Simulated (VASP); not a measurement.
Mo, 1 atom in the cell. It takes space group Im-3m (No. 229, cubic). Conventional cell: a = 3.156 Å, b = 3.156 Å, c = 3.156 Å, α = 90.00°, β = 90.00°, γ = 90.00°. Mo (site symmetry m-3m) is surrounded by 8 Mo at 2.73 Å. 

* Program: VASP 6.6.1
* Task: relaxation of cell and atoms
* Functional: PBE
* Potentials or basis: VASP PAW PBE potentials, release 64 (Mo_sv)
* Cutoff: 350 eV
* k mesh: 18 × 18 × 18
* Occupations: gaussian, width 0.1 eV
* Spin: no spin polarisation
* Further INCAR settings: ALGO = Fast; EDIFF = 1e-07; IBRION = 2; EDIFFG = -0.002; NSW = 80; ISIF = 3

Potentials or basis: VASP PAW PBE potentials, release 64 (Mo_sv).

Command:

```bash
$ cat potpaw_PBE.64/Mo_sv/POTCAR > POTCAR
$ mpirun -np 1 vasp_std > vasp.out
```

Hardware: 1 thread of Intel(R) Xeon(R) Platinum 8259CL CPU @ 2.50GHz (Skylake/Cascade Lake), with other jobs on the host.

**Question.** Estimate the wall time of this run.

**Answer.** It took 63 s on 1 thread of Intel(R) Xeon(R) Platinum 8259CL CPU @ 2.50GHz (Skylake/Cascade Lake) (shared host), peak memory 0.13 GiB. Counts: scf iterations 26, k points 195, ion steps 3.
